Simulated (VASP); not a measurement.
VASP input:

**KPOINTS**
```
Automatic mesh
0
Gamma
11 11 11
0 0 0
```

INCAR:
```
# general
SYSTEM   =  GePd
PREC     =  Accurate
ENCUT    =  400
LREAL    =  F
LASPH    =  T

# electronic loop
EDIFF    =  1E-6
NELM     =  100
ALGO     =  Normal
LMAXMIX  =  4
LMIXTAU  =  T

# smearing
ISMEAR   =  1
SIGMA    =  0.1

# functional
METAGGA  =  R2SCAN

# ions
IBRION   =  2
NSW      =  60
ISIF     =  3
EDIFFG   =  -0.01

# output
LWAVE    =  F
LCHARG   =  F
```

File POSCAR:
```
GePd
1
    3.0904250000     0.0000000000     0.0000000000
    0.0000000000     3.0904250000     0.0000000000
    0.0000000000     0.0000000000     3.0904250000
Pd Ge
1 1
Direct
  0.0000000000   0.0000000000   0.0000000000
  0.5000000000   0.5000000000   0.5000000000
```

POTCAR, in this order: Pd Ge_d (PBE.64 set). Program: vasp_std.

Question: Write an equivalent input for Ansatz.

Answer: One equivalent input (not run):
Ansatz 0.2 input:
```yaml
crystal:
  lattice:
    - [3.0904250, 0.0000000, 0.0000000]
    - [0.0000000, 3.0904250, 0.0000000]
    - [0.0000000, 0.0000000, 3.0904250]
  atoms:
    - { symbol: Pd, position: [0.0000000, 0.0000000, 0.0000000] }
    - { symbol: Ge, position: [0.5000000, 0.5000000, 0.5000000] }
kpoints:
  mp_grid: { grid: [11, 11, 11] }
hamiltonian:
  xc: r2scan
  pseudopotentials: { kind: paw }
scf:
  occupations: { method: methfessel_paxton, width: 0.1 }
  max_iter: 100
relax:
  max_steps: 60
  f_tol: 0.01
  cell: {}
output: { forces: true, stress: true, eigenvalues: true }
```
Limits of the translation: each code has its own PAW files, so the cut-off isn't converted (ENCUT is set for VASP's; basis.ecutwfc is left out, and Ansatz then takes the one that its files recommend); Ansatz stops its SCF on the density residual and VASP on the energy change (EDIFF).

The structure was generated: GePd was put into the CsCl type (Pm-3m), which need not be its known phase. This run relaxes it. Symmetry was kept, so distortions that lower it aren't found.
